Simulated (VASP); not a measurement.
Write the native input for VASP 6.6.1 that does the following.

```
Task                   : single point
Functional             : PBE
Potentials or basis    : VASP PAW PBE potentials, release 64 (Nb_sv, F, Rb_sv)
Cutoff                 : 520 eV
k mesh                 : 3 × 3 × 3
Occupations            : fermi-dirac, width 0.1 eV
Spin                   : no spin polarisation
Dipole correction      : no
Further INCAR settings : ALGO = Fast; EDIFF = 1e-06; NBANDS = 46
```

The structure of Rb2NbF6 lies in POSCAR:

```
Rb2NbF6
1.0
    4.6932910000      0.6539300000      0.3132760000
   -0.0997190000      5.5206300000      0.8873170000
    0.2947590000     -0.9436180000      5.8738870000
Nb F Rb
1 6 2
Direct
    0.5851237760      0.0172237258      0.8463232029
    0.3430652277      0.8091051228      0.6161176011
    0.2469616646      0.9661462000      0.1335469834
    0.7488961506      0.6308238072      0.7027658383
    0.1508980923      0.3495327202      0.9659497918
    0.6410178199      0.0343829333      0.2429152859
    0.0550831316      0.6903524522      0.3003100519
    0.0990169497      0.2496144898      0.5219923682
    0.5986293188      0.5351528970      0.1310199768
```

The cell was built by a generator and needn't be a form met in nature.

These files were run (other wordings do the same):

INCAR

```
ALGO = Fast
EDIFF = 1E-6
ENCUT = 520
GGA = PE
ISIF = 2
ISMEAR = -1
LASPH = True
LCHARG = False
LREAL = False
LWAVE = False
NBANDS = 46
NELM = 100
PREC = Accurate
SIGMA = 0.1
```

KPOINTS

```
k-points
0
Gamma
  3 3 3
```

Potentials or basis: VASP PAW PBE potentials, release 64 (Nb_sv, F, Rb_sv).

The run is started by

```bash
$ cat potpaw_PBE.64/Nb_sv/POTCAR potpaw_PBE.64/F/POTCAR potpaw_PBE.64/Rb_sv/POTCAR > POTCAR
$ mpirun -np 1 vasp_std > vasp.out
```

It gave:

```
Pressure               : -3.8 GPa
Largest force          : 7.159 eV/Å
Band gap on the k mesh : none (metal or under the smearing width)
```

Caveat: the k mesh is coarse (spacing up to 0.45 Å⁻¹), so the values aren't converged; an odd number of electrons without spin polarisation forces a metal; a magnetic or distorted state may lie lower.

It took 3.8 min on 1 thread of Intel(R) Xeon(R) Platinum 8488C (Sapphire Rapids) (shared host), peak memory 0.3 GiB.
